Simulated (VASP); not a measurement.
Output of a VASP run:

File OSZICAR:
```
       N       E                     dE             d eps       ncg     rms          rms(c)
DAV:   1     0.106300093472E+03    0.10630E+03   -0.89386E+03   786   0.125E+03
DAV:   2     0.322267870755E+01   -0.10308E+03   -0.96218E+02   913   0.253E+02
DAV:   3    -0.931346394813E+00   -0.41540E+01   -0.41385E+01   884   0.546E+01
DAV:   4    -0.966186788019E+00   -0.34840E-01   -0.34834E-01   849   0.562E+00
DAV:   5    -0.966689259076E+00   -0.50247E-03   -0.50247E-03   899   0.671E-01    0.714E+00
DAV:   6    -0.799292126864E+00    0.16740E+00   -0.34254E-01   830   0.830E+00    0.466E+00
DAV:   7    -0.796863127990E+00    0.24290E-02   -0.96386E-02   754   0.250E+00    0.214E+00
DAV:   8    -0.796086896047E+00    0.77623E-03   -0.50648E-03   784   0.918E-01    0.266E-01
DAV:   9    -0.796120139087E+00   -0.33243E-04   -0.66362E-04   854   0.366E-01    0.314E-02
DAV:  10    -0.796166408905E+00   -0.46270E-04   -0.65529E-05   774   0.895E-02    0.212E-02
DAV:  11    -0.796171353222E+00   -0.49443E-05   -0.56459E-06   794   0.232E-02    0.346E-03
DAV:  12    -0.796171370377E+00   -0.17155E-07   -0.27342E-07   863   0.673E-03
   1 F= -.79617137E+00 E0= -.79617137E+00  d E =-.205267E-12
```

### OUTCAR
```
------------------------ aborting loop because EDIFF is reached ----------------------------------------
  FORCE on cell =-STRESS in cart. coord.  units (eV):
  Direction    XX          YY          ZZ          XY          YZ          ZX
  --------------------------------------------------------------------------------------
  Total        0.4185517      0.4185517      0.4185517      0.0000000      0.0000000      0.0000000
  in kB       16.4882650     16.4882650     16.4882650      0.0000000      0.0000000      0.0000000
  external PRESSURE =      16.4882650 kB  Pullay stress =       0.0000000 kB
  volume of cell :       40.67
      direct lattice vectors                 reciprocal lattice vectors
     0.000000000  2.729511384  2.729511384    -0.183182969  0.183182969  0.183182969
     2.729511384  0.000000000  2.729511384     0.183182969 -0.183182969  0.183182969
     2.729511384  2.729511384  0.000000000     0.183182969  0.183182969 -0.183182969
  FREE ENERGIE OF THE ION-ELECTRON SYSTEM (eV)
  ---------------------------------------------------
  free  energy   TOTEN  =        -0.7961713704 eV

  energy  without entropy=       -0.7961713704  energy(sigma->0) =       -0.79617137
```
(Selected blocks of OUTCAR.)

File POSCAR:
```
AgCl
1
    0.0000000000     2.7295113840     2.7295113840
    2.7295113840     0.0000000000     2.7295113840
    2.7295113840     2.7295113840     0.0000000000
Ag Cl
1 1
Direct
  0.0000000000   0.0000000000   0.0000000000
  0.5000000000   0.5000000000   0.5000000000
```

### Question
Reconstruct the remaining input files.

### Answer
Several could match; the one computed here: the input of the run itself, optB86b-vdW, plane waves, VASP's PBE PAW potentials (set 64).

KPOINTS:
```
Automatic mesh
0
Gamma
8 8 8
0 0 0
```

### INCAR
```
SYSTEM = AgCl
PREC = Accurate; ENCUT = 520; LREAL = .False.
LASPH = .True.
EDIFF = 1E-7; NELM = 100; ALGO = Normal
LMAXMIX = 4
ISMEAR = 0; SIGMA = 0.05
GGA = MK; LUSE_VDW = .True.; AGGAC = 0.0
PARAM1 = 0.1234; PARAM2 = 1.0
ISIF = 2
LWAVE = .False.; LCHARG = .False.
```

POTCAR, in this order: Ag Cl (PBE.64 set). Program: vasp_std.

The compound is AgCl in the rock salt structure. This cell is one point of a volume scan, at 0.97 of the reference volume.
